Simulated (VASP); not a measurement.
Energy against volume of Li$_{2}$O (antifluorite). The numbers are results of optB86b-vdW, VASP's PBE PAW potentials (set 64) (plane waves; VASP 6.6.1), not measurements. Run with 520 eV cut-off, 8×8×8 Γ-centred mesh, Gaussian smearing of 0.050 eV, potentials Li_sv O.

```csv
V (Å³/atom),E (eV/atom)
7.868,-3.71477
8.111,-3.71792
8.354,-3.71720
8.598,-3.71316
```

Problem. Fit these four points and predict the energy of the run at 7.624 Å³/atom.

Solution. A cubic in V^(−2/3), the third-order Birch-Murnaghan form, passes through the four points with V0 = 8.18 Å³/atom and B0 = 82 GPa, and gives -3.7070 eV/atom there. The run gave -3.7071 eV/atom, -0.1 meV/atom from the fit; all five points give B0 = 82 GPa.

The compound is Li2O in the antifluorite structure. It was relaxed first.
